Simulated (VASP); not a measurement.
Here is the system:

```yaml
crystal:
  lattice:
    - [1.92021, -3.32590, 0.00000]
    - [1.92021, 3.32590, 0.00000]
    - [0.00000, 0.00000, 6.01291]
  atoms:
    - { symbol: Sn, position: [0.00000, 0.00000, 0.00000] }
    - { symbol: Se, position: [0.33333, 0.66667, 0.26489] }
    - { symbol: Se, position: [0.66667, 0.33333, 0.73511] }
```

Level of theory: PBE GGA with D4 dispersion, VASP's PBE PAW potentials (set 64) (plane waves; VASP 6.6.1). Numerical set-up: 520 eV cut-off, Gaussian smearing of 0.050 eV, potentials Sn_d Se.

Unless said otherwise, spin-orbit coupling is left out, though it shifts the bands of the heavy elements here.

Problem. Estimate the band gap (along the path) with the smallest direct gap where there is one.

Solution. 
* **band gap (along the path)**: 0.42 eV
* **smallest direct gap (along the path)**: 0.81 eV

The absolute energy has meaning only against runs of the same code, potentials and settings.

The compound is SnSe2 in the 1T layered structure. It was relaxed first.
